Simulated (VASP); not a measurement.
An input for Quantum ESPRESSO's pw.x (written as the equivalent of a VASP run, and not itself run):

```
&CONTROL
  calculation = 'vc-relax'
  pseudo_dir = './pseudo'
  outdir = './out'
  tprnfor = .true.
  tstress = .true.
  nstep = 40
  forc_conv_thr = 0.00039
/
&SYSTEM
  ibrav = 0
  nat = 2
  ntyp = 1
  ecutwfc = 74
  occupations = 'smearing'
  smearing = 'methfessel-paxton'
  degauss = 0.00735
  input_dft = 'pbe'
/
&ELECTRONS
  conv_thr = 7.3e-08
  electron_maxstep = 100
/
&IONS
/
&CELL
/
ATOMIC_SPECIES
  Os 190.230 Os.upf
CELL_PARAMETERS angstrom
     1.3650000   -2.3642490    0.0000000
     1.3650000    2.3642490    0.0000000
     0.0000000    0.0000000    4.3200000
ATOMIC_POSITIONS crystal
  Os   0.3667149  0.7211972  0.2500000
  Os   0.6666670  0.3333330  0.7500000
K_POINTS automatic
  12 12 7 0 0 0
```

Translate this input to VASP (INCAR, KPOINTS, POSCAR, choice of POTCAR).

Several could match; the one computed here: 
### INCAR
```
! general
SYSTEM   =  Os
PREC     =  Accurate
ENCUT    =  400   ! plane-wave cut-off (eV)
LREAL    =  .False.   ! projection in real space or not
LASPH    =  .True.

! electronic loop
EDIFF    =  1E-6
NELM     =  100   ! most electronic steps
ALGO     =  Normal   ! blocked Davidson
LMAXMIX  =  6   ! l cut-off of mixed one-centre charges

! smearing
ISMEAR   =  1   ! Methfessel-Paxton
SIGMA    =  0.1   ! width (eV)

! functional
GGA      =  PE

! ions
IBRION   =  2
NSW      =  40
ISIF     =  3   ! ions, shape and volume
EDIFFG   =  -0.01   ! ionic stop

! output
LWAVE    =  .False.
LCHARG   =  .False.
```

File POSCAR:
```
Os
1
    1.3650000000    -2.3642490000     0.0000000000
    1.3650000000     2.3642490000     0.0000000000
    0.0000000000     0.0000000000     4.3200000000
Os
2
Direct
  0.3667148616   0.7211972263   0.2500000000
  0.6666670000   0.3333330000   0.7500000000
```

### KPOINTS
```
Automatic mesh
0
Gamma
12 12 7
0 0 0
```

POTCAR, in this order: Os (PBE.64 set). Program: vasp_std.

Limits of the translation: the potentials are each code's own (VASP's PAW set, PseudoDojo norm-conserving files in pw.x), so ENCUT and ecutwfc are chosen apart and not converted; conv_thr bounds pw.x's estimated SCF error, while EDIFF bounds the energy change between steps; forc_conv_thr acts on force components and is met together with etot_conv_thr.

The compound is Os in the hcp structure. In the starting cell atoms are displaced from their ideal sites. This run relaxes it. Symmetry was kept, so distortions that lower it aren't found.
